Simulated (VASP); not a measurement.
Crystal: PmS.

```
Pm S
1.0
     0.00000    2.83868    2.83868
     2.83868    0.00000    2.83868
     2.83868    2.83868    0.00000
Pm S
1 1
Direct
  0.50000 0.50000 0.50000
  0.00000 0.00000 0.00000
```

The cell comes from a database or a generator and needn't be the stable form of this composition.

Base run:

* Program: VASP 6.6.1
* Functional: PBE
* Potentials or basis: VASP PAW PBE potentials, release 64 (Pm, S)
* Cutoff: 520 eV
* k mesh: 6 × 6 × 6
* Occupations: gaussian, width 0.05 eV
* Spin: collinear spin, zero start
* Starting moments: [0.0, 0.0] μB
* Hubbard terms: Pm f U = 6 eV

Its results: band gap on the k mesh none (metal or under the smearing width); pressure 5.4 GPa; net moment 4.70 μB per cell; site moments Pm +4.45; S -0.07 μB.

Problem. The run is repeated on the same cell with these changes: hubbard terms from Pm f U = 6 eV to Pm f U = 4 eV; further incar settings from ALGO = Normal; EDIFF = 1e-06; NBANDS = 22 to ALGO = Fast; EDIFF = 1e-06; NBANDS = 22. What comes out?

Solution. Band gap on the k mesh none (metal or under the smearing width); pressure 2.3 GPa; net moment 1.63 μB per cell; site moments Pm +1.67; S -0.00 μB.

Caveats: the magnetic or orbital state may not be the lowest; spin-orbit coupling is left out, which moves the levels of the heavy elements.
